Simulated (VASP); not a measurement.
Set up this calculation in VASP 6.6.1, as the native input.

| Quantity | Value |
| --- | --- |
| Task | single point |
| Functional | PBEsol |
| Potentials or basis | VASP PAW PBE potentials, release 64 (Co, C) |
| Cutoff | 450 eV |
| k mesh | 3 × 4 × 4 |
| Occupations | gaussian, width 0.03 eV |
| Spin | collinear spin, ferromagnetic start |
| Starting moments | [3.0, 0.0, 0.0, 0.0, 0.0, 0.0, 0.0, 0.0, 0.0, 0.0, 0.0, 0.0, 0.0, 0.0, 0.0, 0.0, 0.0, 0.0, 0.0, 0.0, 0.0, 0.0, 0.0, 0.0] μB |
| Hubbard terms | Co d U = 4 eV |
| Dq | 0 |
| Further INCAR settings | LREAL = Auto; ALGO = Normal; EDIFF = 1e-05; ISYM = 0 |

The structure of CoC23 (a cell with a defect) lies in POSCAR:

```
CoC23                                   
1.0
    0.0000000000      5.3503200000      5.3503200000
    3.5668800000      0.0000000000      3.5668800000
    3.5668800000      3.5668800000      0.0000000000
  Co              C             
     1    23
Direct
     0.9897790687970984    0.0002262355204338    0.0028283519876540
     0.0023087193077164    0.9994061747096854    0.4951814097216593
     0.0015628339642882    0.4985853608339882    0.9959304025157778
     0.0030470479817568    0.4977302938679114    0.4959215257400086
     0.3327528195532514    0.0023690522984431    0.9992050412575165
     0.3399901679965881    0.9978462624411727    0.4891193875081055
     0.3403998141089334    0.4901344837880138    0.9955328473426540
     0.3336739335996763    0.5001041683297187    0.4971461881509331
     0.6674160025294527    0.9987911097560690    0.9949976593345838
     0.6609801912353788    0.0026178623403863    0.5028833236474953
     0.6597354704697773    0.5081007921861042    0.9989092034044380
     0.6686904815654934    0.4993505180393671    0.4956856024276675
     0.0952037163413296    0.1363753721477655    0.1330809172419172
     0.1000358337664381    0.1328799788531958    0.5796085474547144
     0.1010161958098771    0.5779866891511815    0.1315819162319427
     0.0857941330662599    0.6237989597820983    0.6208508804503973
     0.4270028938523644    0.1166903874563886    0.1144562174018252
     0.4133065935595974    0.1250516983774531    0.6282049070876524
     0.4129343098296634    0.6315537374640354    0.1219388724168902
     0.4193911038249875    0.6226679839557659    0.6201841879619789
     0.7076460350565619    0.1495315726820508    0.1438461047586589
     0.7518735591907760    0.1256047826236182    0.6204752431475383
     0.7513985767339300    0.6246551299728283    0.1220458142295441
     0.7497774978588198    0.6255663934223183    0.6215034485784399
```

The input as run:

INCAR

```
PREC = Accurate
ENCUT = 450
EDIFF = 1E-5
ISMEAR = 0
SIGMA = 0.03
LREAL = Auto
LASPH = True
NELM = 120
ALGO = Normal
ISIF = 2
LWAVE = False
LCHARG = False
ISPIN = 2
MAGMOM = 3 0 0 0 0 0 0 0 0 0 0 0 0 0 0 0 0 0 0 0 0 0 0 0
LORBIT = 11
LMAXMIX = 4
LDAU = True
LDAUTYPE = 2
LDAUL = 2 -1
LDAUU = 4 0
LDAUJ = 0 0
LDAUPRINT = 1
GGA = PS
ISYM = 0
KPAR = 4
```

KPOINTS

```
Automatic mesh
0
Gamma
  3 4 4
```

Potentials or basis: VASP PAW PBE potentials, release 64 (Co, C).

Launch:

```bash
$ cat potpaw_PBE.64/Co/POTCAR potpaw_PBE.64/C/POTCAR > POTCAR
$ mpirun -np 4 vasp_std > vasp.out
```

It gave:

- Largest force: 1.618 eV/Å
- Band gap on the k mesh: none (metal or under the smearing width)
- Net moment: 1.00 μB per cell
- Site moments: Co +0.75; C +0.00, +0.01, -0.00, -0.02, -0.01, +0.05 μB
- Valence electrons inside the program's atomic spheres: Co 9.62; C 2.60, 2.58, 2.63, 2.59, 2.62, 2.65, 2.57, 2.61, 2.67, 2.56, 2.55

Caveat: the k mesh is coarse (spacing up to 0.38 Å⁻¹), so the values aren't converged; the PAW data sets were made with another functional, which shifts forces and pressure a little; the U is typed as a test and isn't derived for this compound.

It took 4.2 min on 4 MPI ranks on Intel(R) Xeon(R) Platinum 8488C (Sapphire Rapids), on a shared host, peak memory 0.44 GiB a rank.
